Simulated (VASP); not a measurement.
Here is the system:

```
CELL_PARAMETERS angstrom
      4.39911     0.00000     0.00000
     -2.19955     3.80974     0.00000
      0.00000     0.00000    15.07722
ATOMIC_POSITIONS crystal
  Ga 0.66667 0.33333 0.50000
  Sb 0.33333 0.66667 0.50000
```

Calculation: r2SCAN meta-GGA, VASP's PBE PAW potentials (set 64) (plane waves; VASP). Numerical set-up: 400 eV cut-off, 11×11×1 Γ-centred mesh, tetrahedra with Blöchl corrections, potentials Ga_d Sb.

The cell holds a wide vacuum, so values per volume refer to the whole cell.  Unless said otherwise, spin-orbit coupling is left out, though it shifts the bands of the heavy elements here.

Q: What does the run give for the energy per atom (σ→0), band gap (over mesh and band path) with the smallest direct gap where there is one?

A: 
```json
{
 "band gap (over mesh and band path)": "none (metal, semimetal or under 0.01 eV)",
 "energy per atom (σ→0)": "-18.266 eV/atom"
}
```

Total energies compare only between runs with the same potentials, cut-off and functional.

The cell is a sheet with vacuum, built from a generated structure.
